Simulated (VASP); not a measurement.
# Gap, carriers and strain in Pb2C (Fm-3m)

Aim: the gap of Pb2C, the masses at its band edges and their response to strain. The cell is generated by rule, not measured, and may not be a known phase.

Program: VASP 6.6.1. Level of theory: PBEsol; plane waves and PAW (C, Pb_d), in the first sound run; inputs show where later runs differ. Results are calculated unless marked as measured.

Most raw output is cut from this account.

The structure was built from a prototype and need not be the compound's stable phase.

## 1. Set-up

It takes space group Fm-3m (No. 225, cubic). Conventional cell: a = 5.352 Å, b = 5.352 Å, c = 5.352 Å, α = 90.00°, β = 90.00°, γ = 90.00°. Nearest to C lie 8 Pb at 2.32 Å. Nearest to Pb lie 4 C at 2.32 Å. Farther neighbours are not listed.

## 2. Relaxation of the atoms

The cell is kept as given; the atoms are relaxed first, so that no residual force shifts the band edges.

Input file INCAR:

```
SYSTEM = Pb2C
PREC = Accurate
ENCUT = 520
EDIFF = 1E-06
NELM = 100
ISMEAR = 0
SIGMA = 0.02
LREAL = .FALSE.
ALGO = Normal
GGA = PS
NBANDS = 22
LORBIT = 11
LWAVE = .FALSE.
LCHARG = .FALSE.
KPAR = 4
IBRION = 2
NSW = 40
ISIF = 2
EDIFFG = -0.005
```

Input file POSCAR:

```
Pb2C
1.0
    0.0000000000      2.6760200000      2.6760200000
    2.6760200000      0.0000000000      2.6760200000
    2.6760200000      2.6760200000      0.0000000000
C Pb
1 2
Direct
    0.0000000000      0.0000000000      0.0000000000
    0.2500000000      0.2500000000      0.2500000000
    0.7500000000      0.7500000000      0.7500000000
```

Input file KPOINTS:

```
Automatic mesh
0
Gamma
10 10 10
0 0 0
```

Potentials, in the order of the species: C and Pb_d (PBE family, release 64).

On the command line:

```bash
$ mpirun -np 4 vasp_std
```

Run time: 8.4 s. Hardware: 4 MPI ranks of AMD EPYC 9R45, shared host; peak memory 0.6 GiB; 29 s of CPU time.

The PAW data sets were made with PBE, which is usual practice but a small mismatch for other functionals. The run keeps the 48 symmetry operations of its start, so it cannot find a distortion of lower symmetry.

The forces vanish from the start, and no atom moves.

This step gave:

```yaml
scf_cycles: 14
electrons: 32
bands: 22
irreducible_k_points: 47
symmetry_operations: 48
free_energy_toten: -5.713 eV
energy_at_zero_smearing: -5.713 eV
fermi_energy: 16.23 eV
pressure: 141.7 GPa
metallic: yes
```

## 3. Bands on a dense mesh

A dense even mesh and a path are solved together, since either alone can miss a band edge.

INCAR: that of step 2 with these lines changed.

```diff
@@ -10,3 +10,3 @@
 GGA = PS
-NBANDS = 22
+NBANDS = 29
 LORBIT = 11
@@ -15,5 +15,2 @@
 KPAR = 4
-IBRION = 2
-NSW = 40
 ISIF = 2
-EDIFFG = -0.005
```

POSCAR is that of step 2.

Input file KPOINTS:

```
Automatic mesh
0
Gamma
12 12 12
0 0 0
```

Input file KPOINTS_OPT:

```
Line mode
24
Line-mode
Reciprocal
  0.00000000   0.00000000   0.00000000 GAMMA
  0.50000000   0.00000000   0.50000000 X

  0.50000000   0.00000000   0.50000000 X
  0.50000000   0.25000000   0.75000000 W

  0.50000000   0.25000000   0.75000000 W
  0.37500000   0.37500000   0.75000000 K

  0.37500000   0.37500000   0.75000000 K
  0.00000000   0.00000000   0.00000000 GAMMA

  0.00000000   0.00000000   0.00000000 GAMMA
  0.50000000   0.50000000   0.50000000 L

  0.50000000   0.50000000   0.50000000 L
  0.62500000   0.25000000   0.62500000 U

  0.62500000   0.25000000   0.62500000 U
  0.50000000   0.25000000   0.75000000 W

  0.50000000   0.25000000   0.75000000 W
  0.50000000   0.50000000   0.50000000 L

  0.50000000   0.50000000   0.50000000 L
  0.37500000   0.37500000   0.75000000 K

  0.62500000   0.25000000   0.62500000 U
  0.50000000   0.00000000   0.50000000 X
```

On the command line:

```bash
$ mpirun -np 4 vasp_std
```

Run time: 42 s. Hardware: 4 MPI ranks; peak memory 0.87 GiB; 2.6 min of CPU time.

Numbers from this step:

| Quantity | Value |
| --- | --- |
| bands | 29 |
| irreducible k-points | 72 |
| free energy (TOTEN) | -5.663 eV |
| energy at zero smearing | -5.663 eV |
| Fermi energy | 16.16 eV |
| pressure | 142.0 GPa |

The electronic bands at the labelled points (eV, zero at the Fermi level; # counts the bands kept):

```
          point      #2     #3     #4     #5     #6     #7     #8    #9
              Γ   -2.87  -2.87  -2.87  -1.40  -1.40  -1.40  -0.09  6.16
0.52 of the way   -6.14  -6.14  -5.24  -2.26   1.90   1.90   2.04  8.90
              X   -7.90  -7.90  -6.15  -2.93   2.43   4.81   4.81  8.41
0.48 of the way   -9.65  -8.50  -3.73  -1.90   1.87   3.28   5.10  8.01
              W  -11.23  -9.16  -0.34  -0.34   0.30   0.76   6.08  6.08
0.48 of the way  -11.01  -8.26  -2.47   0.04   0.87   1.88   5.14  6.74
              K  -11.12  -6.88  -4.17  -0.05   1.43   3.14   3.95  7.48
0.52 of the way   -8.14  -3.85  -3.25  -1.17   0.04   1.38   3.94  5.38
              Γ   -2.87  -2.87  -2.87  -1.40  -1.40  -1.40  -0.09  6.16
0.48 of the way   -5.24  -3.86  -3.86  -0.53   0.20   0.20   2.71  5.62
              L   -5.66  -4.36  -4.36   0.75   0.75   1.75   2.23  7.56
0.52 of the way   -8.35  -5.57  -3.52  -0.32   1.71   2.35   4.15  6.29
              U  -11.12  -6.88  -4.17  -0.05   1.43   3.14   3.95  7.48
0.52 of the way  -11.01  -8.26  -2.47   0.04   0.87   1.88   5.14  6.74
              W  -11.23  -9.16  -0.34  -0.34   0.30   0.76   6.08  6.08
0.48 of the way   -8.71  -6.55  -2.45  -0.85   1.61   2.52   4.34  5.75
              L   -5.66  -4.36  -4.36   0.75   0.75   1.75   2.23  7.56
0.48 of the way   -8.06  -5.42  -3.49  -0.42   1.78   2.15   4.34  5.96
              K  -11.12  -6.88  -4.17  -0.05   1.43   3.14   3.95  7.48
      jump to U  -11.12  -6.88  -4.17  -0.05   1.43   3.14   3.95  7.48
0.48 of the way   -9.60  -7.59  -4.89  -2.13   2.13   4.21   4.48  8.83
              X   -7.90  -7.90  -6.15  -2.93   2.43   4.81   4.81  8.41
```

Of the projections kept (C, Pb), the largest for each band there; the rest of the weight can lie on other orbitals:

```
point       #2       #3       #4       #5       #6       #7       #8       #9
    Γ   C 0.65   C 0.65   C 0.65  Pb 1.00  Pb 1.00  Pb 1.00  Pb 1.00  Pb 0.99
    X  Pb 0.72  Pb 0.72  Pb 1.00  Pb 0.67   C 0.77   C 0.55   C 0.55        -
    W  Pb 0.91  Pb 0.78  Pb 0.64  Pb 0.64  Pb 0.71   C 0.57  Pb 0.65  Pb 0.65
    K  Pb 0.83  Pb 0.68  Pb 0.85  Pb 0.62   C 0.63  Pb 0.59  Pb 0.55  Pb 1.00
    Γ   C 0.65   C 0.65   C 0.65  Pb 1.00  Pb 1.00  Pb 1.00  Pb 1.00  Pb 0.99
    L  Pb 0.60  Pb 0.51  Pb 0.51  Pb 1.00  Pb 1.00  Pb 0.79   C 0.57  Pb 0.78
```

At 142.0 GPa the cell is away from the equilibrium volume of this level: left free, it would expand.

## 4. Bands with spin-orbit coupling

This step: PBEsol, spin-orbit coupling; plane waves and PAW (C, Pb_d); invented cell (VASP 6.6.1).

Spin-orbit coupling can split and shift the band edges, more so for heavy elements, so the bands are solved again with spinors.

INCAR: that of step 3 with these lines changed.

```diff
@@ -10,3 +10,8 @@
 GGA = PS
-NBANDS = 29
+LNONCOLLINEAR = .TRUE.
+MAGMOM = 0 0 0 0 0 0 0 0 0
+NBANDS = 44
+GGA_COMPAT = .FALSE.
+LASPH = .TRUE.
+LSORBIT = .TRUE.
 LORBIT = 11
```

POSCAR is that of step 3.

Input file KPOINTS:

```
Automatic mesh
0
Gamma
10 10 10
0 0 0
```

KPOINTS_OPT: that of step 3 with these lines changed.

```diff
@@ -1,3 +1,3 @@
 Line mode
-24
+16
 Line-mode
```

On the command line:

```bash
$ mpirun -np 4 vasp_ncl
```

It took 1.7 min on 4 MPI ranks; peak memory 1.4 GiB.

LASPH is on here and off in the session's scalar semilocal runs, so a comparison with those holds both changes.

Numbers from this step:

| Quantity | Value |
| --- | --- |
| SCF cycles | 13 |
| bands | 44 |
| irreducible k-points | 47 |
| free energy (TOTEN) | -6.803 eV |
| energy at zero smearing | -6.803 eV |
| Fermi energy | 15.92 eV |
| pressure | 140.3 GPa |

The spin moment in the PAW sphere vanishes on all atoms.

On-site spin-orbit energy by atom:

```
atom  on-site spin-orbit energy (eV)
  C1                            0.00
 Pb2                           -1.13
 Pb3                           -1.13
```

Electronic bands along the path, in eV, zero at the Fermi level; # counts the bands kept:

```
          point     #9    #10    #11    #12    #13    #14   #15   #16
              Γ  -2.62  -2.62  -0.27  -0.27  -0.27  -0.27  0.17  0.17
0.53 of the way  -2.11  -2.11   1.88   1.88   2.11   2.11  2.50  2.50
              X  -2.74  -2.74   2.63   2.63   4.61   4.61  5.34  5.34
0.47 of the way  -1.77  -1.77   2.10   2.10   3.45   3.45  5.27  5.27
              W  -0.18  -0.18   0.58   0.58   0.99   0.99  6.13  6.13
0.47 of the way   0.19   0.19   1.08   1.08   2.01   2.01  5.31  5.31
              K   0.12   0.12   1.65   1.65   3.18   3.18  4.22  4.22
0.53 of the way  -1.02  -1.02   0.16   0.16   1.42   1.42  4.11  4.11
              Γ  -2.62  -2.62  -0.27  -0.27  -0.27  -0.27  0.17  0.17
0.47 of the way  -0.59  -0.59  -0.31  -0.31   1.14   1.14  2.93  2.93
              L   0.21   0.21   1.51   1.51   1.97   1.97  2.44  2.44
0.53 of the way  -0.09  -0.09   1.88   1.88   2.47   2.47  4.18  4.18
              U   0.12   0.12   1.65   1.65   3.18   3.18  4.22  4.22
0.53 of the way   0.19   0.19   1.08   1.08   2.01   2.01  5.31  5.31
              W  -0.18  -0.18   0.58   0.58   0.99   0.99  6.13  6.13
0.47 of the way  -0.63  -0.63   1.80   1.80   2.60   2.60  4.37  4.37
              L   0.21   0.21   1.51   1.51   1.97   1.97  2.44  2.44
0.53 of the way  -0.09  -0.09   1.88   1.88   2.47   2.47  4.18  4.18
              K   0.12   0.12   1.65   1.65   3.18   3.18  4.22  4.22
      jump to U   0.12   0.12   1.65   1.65   3.18   3.18  4.22  4.22
0.47 of the way  -1.91  -1.91   2.32   2.32   4.14   4.14  4.83  4.83
              X  -2.74  -2.74   2.63   2.63   4.61   4.61  5.34  5.34
```

Of the projections kept (C, Pb), the largest for each band there; the rest of the weight can lie on other orbitals:

```
point       #9      #10      #11      #12      #13      #14      #15      #16
    Γ   C 0.66   C 0.66  Pb 1.00  Pb 1.00  Pb 1.00  Pb 1.00  Pb 1.00  Pb 1.00
    X  Pb 0.67  Pb 0.67   C 0.77   C 0.77   C 0.58   C 0.58   C 0.52   C 0.52
    W  Pb 0.64  Pb 0.64  Pb 0.65  Pb 0.65   C 0.57   C 0.57  Pb 0.64  Pb 0.64
    K  Pb 0.63  Pb 0.63   C 0.63   C 0.63  Pb 0.56  Pb 0.56  Pb 0.57  Pb 0.57
    Γ   C 0.66   C 0.66  Pb 1.00  Pb 1.00  Pb 1.00  Pb 1.00  Pb 1.00  Pb 1.00
    L  Pb 1.00  Pb 1.00  Pb 1.00  Pb 1.00  Pb 0.77  Pb 0.77   C 0.57   C 0.57
```

## 5. Orbitals for bands with HSE06

This step: PBE; plane waves and PAW (C, Pb_d); invented cell (VASP 6.6.1).

The hybrid starts from PBE orbitals, which saves many expensive cycles.

Input file INCAR:

```
SYSTEM = Pb2C
PREC = Accurate
ENCUT = 520
EDIFF = 1E-05
NELM = 100
ISMEAR = 0
SIGMA = 0.02
LREAL = .FALSE.
ALGO = Normal
GGA = PE
NBANDS = 22
LORBIT = 11
LWAVE = .TRUE.
LCHARG = .FALSE.
KPAR = 4
```

POSCAR is that of step 4.

Input file KPOINTS:

```
Automatic mesh
0
Gamma
6 6 6
0 0 0
```

On the command line:

```bash
$ mpirun -np 4 vasp_std
```

Elapsed: 3.2 s, on 4 MPI ranks; peak memory 0.52 GiB.

The k-mesh is coarse for a metal.

Numbers from this step:

| Quantity | Value |
| --- | --- |
| SCF cycles | 12 |
| bands | 22 |
| irreducible k-points | 16 |
| free energy (TOTEN) | -3.450 eV |
| energy at zero smearing | -3.450 eV |
| Fermi energy | 16.37 eV |
| pressure | 149.8 GPa |

The run ends at a pressure of 149.78 GPa.

## 6. Bands with HSE06

This step: HSE06; plane waves and PAW (C, Pb_d); invented cell (VASP 6.6.1).

A quarter of screened exact exchange corrects much of the semilocal gap error; its cost forces a coarser mesh.

Input file INCAR:

```
SYSTEM = Pb2C
PREC = Accurate
ENCUT = 520
EDIFF = 1E-06
NELM = 100
ISMEAR = 0
SIGMA = 0.02
LREAL = .FALSE.
ALGO = Normal
LHFCALC = .TRUE.
AEXX = 0.25
GGA = PE
HFSCREEN = 0.2
LASPH = .TRUE.
NBANDS = 22
PRECFOCK = Fast
LORBIT = 11
LWAVE = .FALSE.
LCHARG = .FALSE.
KPAR = 4
ISIF = 2
```

POSCAR is that of step 5.

KPOINTS is that of step 5.

KPOINTS_OPT: that of step 4 with these lines changed.

```diff
@@ -1,3 +1,3 @@
 Line mode
-16
+8
 Line-mode
```

The run starts from files that an earlier step left in the folder.

On the command line:

```bash
$ mpirun -np 4 vasp_std
```

Wall time 40 min (4 MPI ranks); peak memory 1.2 GiB; 2.6 h of CPU time.

This step gave:

| Quantity | Value |
| --- | --- |
| SCF cycles | 11 |
| free energy (TOTEN) | -5.910 eV |
| energy at zero smearing | -5.909 eV |
| Fermi energy | 16.40 eV |
| pressure | 146.6 GPa |

Electronic bands along the path, in eV, zero at the Fermi level; # counts the bands kept:

```
          point      #2      #3     #4     #5     #6     #7    #8    #9
              Γ   -3.53   -3.53  -3.53  -1.62  -1.62  -1.62  0.09  6.70
0.57 of the way   -7.41   -7.41  -6.03  -2.82   2.15   2.54  2.54  9.96
              X   -8.98   -8.98  -6.87  -3.61   2.83   5.40  5.40  9.16
0.43 of the way  -10.63   -9.55  -4.60  -2.61   2.29   3.89  5.64  8.91
              W  -12.62  -10.36  -0.43  -0.43   0.14   0.74  6.70  6.70
0.43 of the way  -12.37   -9.56  -2.62  -0.08   0.85   1.83  5.83  7.27
              K  -12.51   -7.89  -4.81  -0.19   1.64   3.40  4.39  8.01
0.43 of the way  -10.31   -5.10  -3.80  -0.97   0.14   2.50  3.95  6.14
              Γ   -3.53   -3.53  -3.53  -1.62  -1.62  -1.62  0.09  6.70
0.43 of the way   -6.02   -4.51  -4.51  -0.98  -0.04  -0.04  3.14  6.05
              L   -6.68   -5.19  -5.19   0.75   0.75   1.93  2.59  8.25
0.57 of the way  -10.01   -6.66  -4.17  -0.27   1.81   2.79  4.24  7.26
              U  -12.51   -7.89  -4.81  -0.19   1.64   3.40  4.39  8.01
0.43 of the way  -12.41   -9.04  -3.38  -0.13   1.18   2.30  5.42  7.49
              W  -12.62  -10.36  -0.43  -0.43   0.14   0.74  6.70  6.70
0.43 of the way  -10.41   -7.91  -2.69  -1.01   1.69   2.71  4.65  6.45
              L   -6.68   -5.19  -5.19   0.75   0.75   1.93  2.59  8.25
0.57 of the way  -10.01   -6.66  -4.17  -0.27   1.81   2.79  4.24  7.26
              K  -12.51   -7.89  -4.81  -0.19   1.64   3.40  4.39  8.01
      jump to U  -12.51   -7.89  -4.81  -0.19   1.64   3.40  4.39  8.01
0.43 of the way  -11.02   -8.59  -5.44  -2.44   2.40   4.54  4.95  9.39
              X   -8.98   -8.98  -6.87  -3.61   2.83   5.40  5.40  9.16
```

Of the projections kept (C, Pb), the largest for each band there; the rest of the weight can lie on other orbitals:

```
point       #2       #3       #4       #5       #6       #7       #8       #9
    Γ   C 0.64   C 0.64   C 0.64  Pb 1.00  Pb 1.00  Pb 1.00  Pb 1.00  Pb 1.00
    X  Pb 0.72  Pb 0.72  Pb 1.00  Pb 0.70   C 0.75   C 0.53   C 0.53        -
    W  Pb 0.91  Pb 0.78  Pb 0.66  Pb 0.66  Pb 0.73   C 0.56  Pb 0.65  Pb 0.65
    K  Pb 0.84  Pb 0.68  Pb 0.86  Pb 0.65   C 0.60  Pb 0.60  Pb 0.56  Pb 1.00
    Γ   C 0.64   C 0.64   C 0.64  Pb 1.00  Pb 1.00  Pb 1.00  Pb 1.00  Pb 1.00
    L  Pb 0.63  Pb 0.52  Pb 0.52  Pb 1.00  Pb 1.00  Pb 0.83   C 0.58  Pb 0.78
```

Of the bands kept, 3 cross the Fermi level on this path.

## 7. Outcome

| Property | Result |
| --- | --- |
| gap, PBEsol | none |
| gap with spin-orbit coupling | none |
| gap, HSE06 without spin-orbit coupling | none |

At this level the bands overlap or touch. Masses were not obtained, since there is no gap at this level. The strain response was not obtained, since there is no gap at this level.

[Lines on the potential files, build, host, timing and source positions are cut from VASP's logs without a mark.]

[Logs are printed without paths, hosts, clocks, repeated set-up lines and the standing remarks that a program may print on its own settings, such as how far it seeks lower states.]

[Hosts, paths, dates, database ids (printed as entryN), source tags and the programs' standing remarks are cut or masked in the printed files.]

[In band tables of VASP the shares of atoms and orbitals are scaled to a sum of 1 inside the atoms' spheres.]

[Gaps and slopes under strain along one axis are those of the sampled path and mesh points; where strain splits equal valleys, another of them can be the edge.]
